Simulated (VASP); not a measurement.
Consider the following.

```xyz
4
Lattice="1.6900 -5.6760 0.0000 1.6900 5.6760 0.0000 0.0000 0.0000 4.6329" Properties=species:S:1:pos:R:3 pbc="T T T"
P      1.6900     4.5966     4.2334
P      1.6900     1.0794     1.9170
P      1.6900    -1.0794     2.7159
P      1.6900    -4.5966     0.3994
```

These are PBE GGA, VASP's PBE PAW potentials (set 64) (plane waves; VASP) values and carry that method's errors. Settings: 520 eV cut-off, 7×7×5 Γ-centred mesh, Gaussian smearing of 0.050 eV, potentials P.

Without a dispersion term in the relaxation, distances and binding between the weakly bound layers, chains or molecules are unreliable, and so is what depends on them.

The ions and cell shape at fixed volume are relaxed. Which structure does the run end with?

```xyz
4
Lattice="1.6547 -5.8372 0.0000 1.6547 5.8372 0.0000 0.0000 0.0000 4.6009" Properties=species:S:1:pos:R:3 pbc="T T T"
P      1.6547     4.7837     4.1948
P      1.6547     1.0536     1.8943
P      1.6547    -1.0536     2.7066
P      1.6547    -4.7837     0.4061
```
Space group Cmce (64), at a tolerance of 0.03 Å.

How much energy does the relaxation gain?

The energy (σ→0) changes by -14.2 meV/atom, in 13 ionic steps.

```tsv
step	E(σ→0) (eV)	max force (eV/Å)	pressure (GPa)	volume (Å³)
1	-21.4425	0.446	-3.58	88.88
2	-21.4760	0.242	-2.29	88.88
3	-21.4867	0.254	-1.05	88.88
4	-21.4947	0.078	-0.41	88.88
5	-21.4952	0.028	-0.54	88.88
6	-21.4968	0.034	-0.39	88.88
7	-21.4968	0.036	-0.39	88.88
8	-21.4977	0.030	-0.35	88.88
9	-21.4991	0.016	-0.24	88.88
10	-21.4978	0.024	-0.03	88.88
11	-21.4993	0.014	-0.18	88.88
12	-21.4992	0.025	-0.25	88.88
13	-21.4993	0.005	-0.20	88.88
```

The compound is P in the black structure. This cell is one point of a volume scan, at 1.06 of the reference volume. Symmetry was kept, so distortions that lower it aren't found.
